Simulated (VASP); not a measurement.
**ZnS: band structure with HSE06**

**The experiment to reproduce.**

From “Electronic, vibrational, and thermodynamic properties of ZnS (zincblende and rocksalt structure)”, 2009, arxiv:0911.5022, for a bulk crystal of ZnS at 19 K: band gap 3.85 eV (direct).

The system is ZnS.

```xyz
2
Lattice="0.0000 2.7236 2.7236 2.7236 0.0000 2.7236 2.7236 2.7236 0.0000" Properties=species:S:1:pos:R:3 pbc="T T T"
Zn    1.3618    1.3618    1.3618
S     0.0000    0.0000    0.0000
```

```
Program                            : VASP 6.6.1
Task                               : band structure
Functional                         : HSE06
Potentials or basis                : VASP PAW PBE potentials, release 64 (Zn, S)
Cutoff                             : 520 eV
k mesh                             : 6 × 6 × 6
Occupations                        : gaussian, width 0.02 eV
Spin                               : no spin polarisation
Grid for exact exchange (PRECFOCK) : Fast
Screening parameter                : 0.2 1/A
Further INCAR settings             : ALGO = Normal; EDIFF = 1e-07; NBANDS = 16
```

```
Pressure                : -0.8 GPa
Band gap on the k mesh  : 3.23 eV, direct
Band gap along the path : 3.23 eV, direct
```

Levels at the corners of the path, in eV from the valence-band top:
| point | band 6 | band 7 | band 8 | band 9 | band 10 | band 11 | band 12 | band 13 |
| --- | --- | --- | --- | --- | --- | --- | --- | --- |
| Γ | -7.36 | 0.00 | 0.00 | 0.00 | 3.23 | 7.71 | 7.71 | 7.71 |
| X | -7.09 | -4.88 | -2.26 | -2.26 | 4.45 | 5.27 | 12.38 | 13.54 |
| X | -7.09 | -4.88 | -2.26 | -2.26 | 4.45 | 5.27 | 12.38 | 13.54 |
| W | -6.94 | -4.71 | -2.88 | -2.75 | 6.80 | 7.44 | 9.19 | 9.44 |
| W | -6.94 | -4.71 | -2.88 | -2.75 | 6.80 | 7.44 | 9.19 | 9.44 |
| K | -6.98 | -4.77 | -3.22 | -1.84 | 5.26 | 7.24 | 10.69 | 11.23 |
| K | -6.98 | -4.77 | -3.22 | -1.84 | 5.26 | 7.24 | 10.69 | 11.23 |
| Γ | -7.36 | 0.00 | 0.00 | 0.00 | 3.23 | 7.71 | 7.71 | 7.71 |
| Γ | -7.36 | 0.00 | 0.00 | 0.00 | 3.23 | 7.71 | 7.71 | 7.71 |
| L | -7.13 | -5.44 | -0.88 | -0.88 | 4.51 | 8.21 | 8.21 | 10.14 |
| L | -7.13 | -5.44 | -0.88 | -0.88 | 4.51 | 8.21 | 8.21 | 10.14 |
| U | -6.98 | -4.77 | -3.22 | -1.84 | 5.26 | 7.24 | 10.69 | 11.23 |
| U | -6.98 | -4.77 | -3.22 | -1.84 | 5.26 | 7.24 | 10.69 | 11.23 |
| W | -6.94 | -4.71 | -2.88 | -2.75 | 6.80 | 7.44 | 9.19 | 9.44 |
| W | -6.94 | -4.71 | -2.88 | -2.75 | 6.80 | 7.44 | 9.19 | 9.44 |
| L | -7.13 | -5.44 | -0.88 | -0.88 | 4.51 | 8.21 | 8.21 | 10.14 |
| L | -7.13 | -5.44 | -0.88 | -0.88 | 4.51 | 8.21 | 8.21 | 10.14 |
| K | -6.98 | -4.77 | -3.22 | -1.84 | 5.26 | 7.24 | 10.69 | 11.23 |
| U | -6.98 | -4.77 | -3.22 | -1.84 | 5.26 | 7.24 | 10.69 | 11.23 |
| X | -7.09 | -4.88 | -2.26 | -2.26 | 4.45 | 5.27 | 12.38 | 13.54 |

Wall time 29 min on 4 MPI ranks on AMD EPYC 7R13 Processor (Zen 3) (shared host), peak memory 0.33 GiB a rank.

A measured gap of ZnS is 3.85 eV (direct; 19 K; quoted in “Electronic, vibrational, and thermodynamic properties of ZnS (zincblende and rocksalt structure)”, 2009, arxiv:0911.5022); the calculated 3.23 eV misses it by -0.62 eV. The value is that of HSE06, without temperature or zero-point motion.

Caveat: the PAW data sets were made with another functional, which shifts forces and pressure a little.
